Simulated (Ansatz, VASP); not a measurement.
**TaSiO4 in VASP and in Ansatz**

```
Ta Si O
1.0
     3.40104    0.00000    0.00000
    -1.70052    2.94539    0.00000
     0.00000    0.00000    7.18901
Ta Si O
1 1 4
Direct
  0.00000 0.00000 0.00000
  0.00000 0.00000 0.50000
  0.33333 0.66667 0.00000
  0.66667 0.33333 0.00000
  0.00000 0.00000 0.21935
  0.00000 0.00000 0.78065
```

Alike in both runs: task single point; functional PBE; k mesh 6 × 6 × 4; occupations gaussian, width 0.1 eV; no spin polarisation.

```csv
,VASP,Ansatz
version,VASP 6.6.1,Ansatz 0.2.0
potentials or method,"VASP PAW PBE potentials, release 64 (Ta_pv, Si, O)","scalar-relativistic, plane waves, PAW"
plane-wave cutoff (eV),520,420
valence electrons in the cell,39,41
```

|  | VASP | Ansatz | Ansatz less VASP |
| --- | --- | --- | --- |
| gap on the k mesh at the Fermi level (eV) | none | none | - |
| rms of the force components (eV/Å) | 8.788 | 8.305 | -0.4828 |

Atom by atom the forces differ by 0.483 eV/Å (rms over components). A gap of «none» marks a metal or a gap that the smearing closes. The two sets of potentials don't hold the same shells in valence.

Caveats: an odd number of electrons without spin polarisation forces a metal; a magnetic or distorted state may lie lower. Spin-orbit coupling is left out, which matters for the levels of Ta.
